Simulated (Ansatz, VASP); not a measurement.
# BiAs: VASP beside Ansatz, part 2 of 2

One calculation is typed for both programs; each brings its own data sets. How far apart do they land? The cell is generated by rule, not measured, and may not be a known phase. The cell is taken from a series of runs on this material, whose earlier steps may have relaxed, scaled, displaced or heated it; both programs get it as it stands.

VASP 6.6.1 and Ansatz 0.2.0.

So far: Starting point; VASP: relaxation of cell and atoms, PBE.

The structure was built from a prototype and need not be the compound's stable phase.

**3. Ansatz: relaxation of cell and atoms, PBE**

Level of this step: Ansatz beside VASP: Kohn-Sham DFT, plane waves, PBE (Ansatz).

Ansatz runs on its default PAW (the set named soft_2) files.

The same cell, functional, mesh and smearing now go to Ansatz, which takes its cutoff from its data sets.

Input file input.yaml:

```yaml
crystal:
  lattice:
    - [0.0, -3.0166250921, -3.0166250921]
    - [0.0, 3.0166250921, -3.0166250921]
    - [12.0665003684, 0.0, 0.0]
  atoms:
    - { symbol: Bi, position: [0.5, 0.5, 0.25] }
    - { symbol: Bi, position: [0.5, 0.5, 0.75] }
    - { symbol: Bi, position: [-0.0132598513, 0.0132598513, 0.0] }
    - { symbol: Bi, position: [0.0132598513, -0.0132598513, 0.5] }
    - { symbol: As, position: [0.5049400081, 0.4950599919, 0.0] }
    - { symbol: As, position: [0.4950599919, 0.5049400081, 0.5] }
    - { symbol: As, position: [0.0, 0.0, 0.75] }
    - { symbol: As, position: [0.0, 0.0, 0.25] }
kpoints:
  mp_grid: { grid: [8, 8, 4] }
hamiltonian:
  xc: pbe
scf:
  occupations: { method: methfessel_paxton, width: 0.2 }
output:
  forces: true
  stress: true
  eigenvalues: true
relax:
  adjacent_minimum: "off"
  f_tol: 0.002
  max_steps: 120
  cell: { stress_tol: 0.03 }
```

Started as:

```console
$ ansatz run input.yaml --threads 4 --pin off --max-ram 7168MiB --backend cpu --events-out ev --progress --plain --runs-dir out
```

Numbers of over 12 decimals in the logs are rounded to 6 here.

The program printed:

```text
Engine: ansatz 0.2.0, aarch64-unknown-linux-gnu
Pseudopotentials: kind: paw
Pseudopotential: Bi, paw, valence charge 15, recommended cutoff 420 eV (normal), Bi.paw.azcp
Pseudopotential: As, paw, valence charge 15, recommended cutoff 420 eV (normal), As.paw.azcp
Functional definition: PBE
  parameter kappa = 0.804
  parameter beta = 0.066725
  exchange = pbe_x(kappa = kappa, mu = beta*pi^2/3)
  correlation = pbe_c(beta = beta)
Crystal: 8 atoms, lattice volume = 219.611 Å³
Basis set: ecut = 420 eV, 4281 PW (Γ), exchange–correlation on 60×60×162 points (8 copies of the dense FFT grid, shifted against one another)
Bands: 72, of which v1, the nominal top of the filled ones, is band 60 counted from 1 (59 counted from 0)
Symmetry: 8 space group operations
Space group: Cmcm (ITA 63), of the structure as read, at distance tolerance 6.0e-5 Å
k-points: 63 of 256
Non-local potential: Bi, projectors of the file, l = 0: 2, l = 1: 2, l = 2: 2, l = 3: 2
Non-local potential: As, projectors of the file, l = 0: 2, l = 1: 2, l = 2: 3, l = 3: 1
PAW form: soft (Blöchl's): semilocal exchange-correlation on the pseudo side does not see the compensation charge
PAW one-centre angular grid: Bi, 590 points (default); XC on 64 Gauss nodes
PAW one-centre angular grid: As, 590 points (default); XC on 64 Gauss nodes
Initial density: superposition of atomic densities (neutral atoms: chi_scale 0, normalization atom), corrected by the library's trained network
Initial wavefunctions: pseudopotential atomic-orbital guess
Functional: x = pbe(κ = 0.804, μ = 0.219515), c = pbe(β = 0.066725)
SCF iter   1: F=—  HF=-69010.582141 eV  |F-HF|=—  |Δ(HF+E_count)|=         —  Δρ=1.93e-3  dr2=1.36e-2  ethr=1.77e-3  ⟨swp⟩=5.9  Hψ=15994  notcnv=0
preconditioner: auto → Kerker (q_TF=auto, 2.467 Å⁻¹)  [metal: Δε(μ)=0.108 eV  Ē_g=8.563 eV  σ=0.200 eV  W_gap=0.44  n_scr=56 (ndim 8)  ℏωp=15.8 eV  f_vac=0.002  D(μ)=1.09/eV (n_scr^D=2)]
SCF iter   2: F=—  HF=-69010.576130 eV  |F-HF|=—  |Δ(HF+E_count)|=   6.01e-3  S|Δr|=    0.00e0  Δρ=1.04e-3  dr2=4.17e-3  ethr=1.14e-5  ⟨swp⟩=2.1  Hψ=7941  notcnv=0
SCF iter   3: F=—  HF=-69010.575489 eV  |F-HF|=—  |Δ(HF+E_count)|=   6.41e-4  S|Δr|=    0.00e0  Δρ=2.85e-4  dr2=1.70e-4  ethr=3.47e-6  ⟨swp⟩=2.0  Hψ=8059  notcnv=0
SCF iter   4: F=—  HF=-69010.575295 eV  |F-HF|=—  |Δ(HF+E_count)|=   1.94e-4  S|Δr|=    0.00e0  Δρ=1.45e-4  dr2=2.73e-5  ethr=1.41e-7  ⟨swp⟩=2.0  Hψ=8072  notcnv=0
SCF iter   5: F=—  HF=-69010.575357 eV  |F-HF|=—  |Δ(HF+E_count)|=   6.15e-5  S|Δr|=    0.00e0  Δρ=4.71e-5  dr2=4.92e-6  ethr=2.27e-8  ⟨swp⟩=2.1  Hψ=8050  notcnv=0
SCF iter   6: F=—  HF=-69010.575358 eV  |F-HF|=—  |Δ(HF+E_count)|=   1.12e-6  S|Δr|=    0.00e0  Δρ=1.60e-5  dr2=6.12e-7  ethr=4.10e-9  ⟨swp⟩=2.0  Hψ=8066  notcnv=0
SCF iter   7: F=-69010.575358 eV  HF=-69010.575358 eV  |F-HF|=6.27e-9  |Δ(HF+E_count)|=   1.90e-7  S|Δr|=    0.00e0  Δρ=2.90e-6  dr2=1.97e-8  ethr=8.33e-11  ⟨swp⟩=9.7  Hψ=22548  notcnv=0
SCF 1 converged in 7 iterations: F = -69010.575358 eV  dr2 = 1.97e-8
  greatest PAW one-centre occupation: 0.999 electrons in one spin orbital (limit 2), on the As atom at site 5 (counted from 0), in its partial waves of l = 2
relax step   1: F+E_penalty+E_count = -69010.57535752 eV  Δ(F+E_penalty+E_count) = +0.000e0 eV  max|allowed force component| = 1.636e-2 eV/Å  Δτ_max = 0.0000 Å  P = +0.109 GPa  Ω = 219.611 Å³  (7 SCF iters, dr2 threshold 1.00e-7 eV, accepted)
[...]
relax step   5: F+E_penalty+E_count = -69010.57710404 eV  Δ(F+E_penalty+E_count) = -1.614e-5 eV  max|allowed force component| = 3.583e-4 eV/Å  Δτ_max = 0.0030 Å  P = +0.000 GPa  Ω = 220.351 Å³  energy of the carried Pulay correction = -1.389e-4 eV  (6 SCF iters, dr2 threshold 6.64e-10 eV, accepted)
[...]
relax step   6: F+E_penalty+E_count = -69010.57723930 eV  Δ(F+E_penalty+E_count) = -1.353e-4 eV  max|allowed force component| = 3.606e-4 eV/Å  Δτ_max = 0.0000 Å  P = +0.000 GPa  Ω = 220.351 Å³  stress off target by 9.76e-4 GPa  SCF on the basis re-selected at this cell (its energy is not comparable with the rows above)  (5 SCF iters)
basis re-selected at this cell: Δ(F+E_penalty+E_count) = -1.353e-4 eV, ΔP = -0.000 GPa vs the last step (what re-selecting the basis moved, of the pressure what is left beyond the Pulay correction that the steps carried, after the strain that the cell walked since its last selection, with what the two solves' SCF thresholds leave and, on support functions, any second-order correction that the steps lacked; it is no m [...]
SCF converged after 5 iterations
Stability not checked: this state was not tested for a lower state beside it, because cold or Methfessel-Paxton smearing, or corrected tetrahedra, fill the levels in a way that the test cannot read (fill_not_monotonic; see scf.lower_state_search)
Free energy (F): -69010.577239 eV
Harris-Foulkes:  -69010.577239 eV  (|F-HF|=8.73e-11)
Internal energy: -69010.588551 eV  (E = F + TS)
E sigma→0 (E₀):  -69010.580067 eV
Entropy (-TS):   0.011312 eV (1.414 meV/atom)
Fermi energy:    10.372636 eV
--- Per-component energies (eV) ---
  E_band       = -1319.764143
  E_kinetic    = 1615.009196
  E_local      = -12818.728744  (includes V_loc(G=0)·N_el)
  E_nonlocal   = -439.835850
  E_hartree    = 5715.335723
  E_xc         = -922.028008
  E_vxc        = -893.571432  (∫ρ·V_xc dr)
  E_paw        = -49991.098341  (= ΣΔE_a)
  E_vpaw       = -213.306868  (= ΣTr[D̂ρ^β])
  E_aug_tail   = -0.001720  (compensation charges beyond the density's cutoff)
  E_ewald      = -12169.240808
  E_smearing   = 0.011312  (= −TS)
  E_closure    = -0.000000  (closes the sum)
  Σ components = -69010.577239   (vs F -69010.577239, Δ=0.00e0)
--- Forces (eV/Å), atoms counted from 1 ---
  atom   1  Bi     0.00000000     0.00000000     0.00000000
  atom   2  Bi     0.00000000     0.00000000     0.00000000
  atom   3  Bi     0.00000000     0.00020310     0.00000000
  atom   4  Bi     0.00000000    -0.00020310     0.00000000
  atom   5  As     0.00000000    -0.00036058     0.00000000
  atom   6  As     0.00000000     0.00036058     0.00000000
  atom   7  As     0.00000000     0.00000000    -0.00000000
  atom   8  As     0.00000000    -0.00000000    -0.00000000
  max |Σ_I F_I| component: 9.94e-29 eV/Å
--- Stress (GPa, compression-positive) ---
        0.000194       0.000000       0.000000
        0.000000       0.000006       0.000000
        0.000000       0.000000       0.000976
  P = ⅓ Tr σ = 0.0004 GPa (0.004 kbar)
--- Band table (eV; the first three rows and the last of 63) ---
  k-point 0: bands = [... 56 lower, 8.4026, 8.8123, 8.8468, 8.8650, 12.6263, 12.6324, 13.1012, 13.6199, ... 8 higher]
  k-point 1: bands = [... 56 lower, 8.7129, 8.7254, 9.1533, 9.8775, 11.3327, 13.1494, 13.2023, 13.4894, ... 8 higher]
  k-point 2: bands = [... 56 lower, 8.4623, 8.4623, 9.9308, 9.9308, 11.7295, 11.7295, 13.2885, 13.2885, ... 8 higher]
  k-point 62: bands = [... 56 lower, 8.0206, 8.0206, 8.0659, 8.0659, 13.5196, 13.5196, 13.7153, 13.7153, ... 8 higher]
--- Relaxed structure (5 steps of the walk, 5 accepted, 1 SCFs on fresh bases) ---
  F+E_penalty+E_count = -69010.57723930 eV   max|allowed force component| = 3.606e-4 eV/Å   (the final SCF, on the basis selected at the relaxed cell)
  cell:  # Å, volume = 220.3513 Å³
    - [0.0, -3.024881, -3.014597]
    - [0.0, 3.024881, -3.014597]
    - [12.082259, 0.0, 0.0]
  atoms:
    - { symbol: Bi, position: [0.5, 0.5, 0.25] }
    - { symbol: Bi, position: [0.5, 0.5, 0.75] }
    - { symbol: Bi, position: [-0.022246, 0.022246, 0.0] }
    - { symbol: Bi, position: [0.022246, -0.022246, 0.5] }
    - { symbol: As, position: [0.501515, 0.498485, 0.0] }
    - { symbol: As, position: [0.498485, 0.501515, 0.5] }
    - { symbol: As, position: [0, 0, 0.75] }
    - { symbol: As, position: [0, 0, 0.25] }
```

**4. Side by side**

Known differences besides the potentials themselves: the data sets hold 120 valence electrons in Ansatz (on its default PAW (the set named soft_2) files) and 80 in VASP; the cutoff is 420 eV in Ansatz and 500 eV in VASP; Ansatz adds a Pulay correction to the stress that steers its cell, VASP none. Total energies have different zeros and are not compared.

Both answers:

| quantity | Ansatz | VASP | difference |
| --- | --- | --- | --- |
| volume (Å³) | 220.35 | 220.34 | +0.01 % |
| edge a after relaxation, in the typed setting (Å) | 4.271 | 4.270 | +0.00 % |
| edge c after relaxation, in the typed setting (Å) | 12.082 | 12.082 | +0.00 % |

**5. Outcome**

```json
{"difference in volume (relaxation of cell and atoms, PBE)": "0.0055 %"}
```

**Reading.** The difference in volume is 0.0055 % (relaxation of cell and atoms, PBE), within the 1.2 % picked in this series as the mark of a large difference, as far as the stopping tolerances let one tell. The data sets hold unlike numbers of valence electrons (120 in Ansatz and 80 in VASP), so part of the differences comes from the potentials. Such differences can come from data sets, numerical settings and the points named under the comparisons, not from the functional's error against experiment.

[Lines on the potential files, build, host, timing and source positions are cut from VASP's logs without a mark.]

[Logs are printed without paths, hosts, clocks, repeated set-up lines and the standing remarks that a program may print on its own settings, such as how far it seeks lower states.]

[Hosts, paths, dates, database ids (printed as entryN), source tags and the programs' standing remarks are cut or masked in the printed files.]
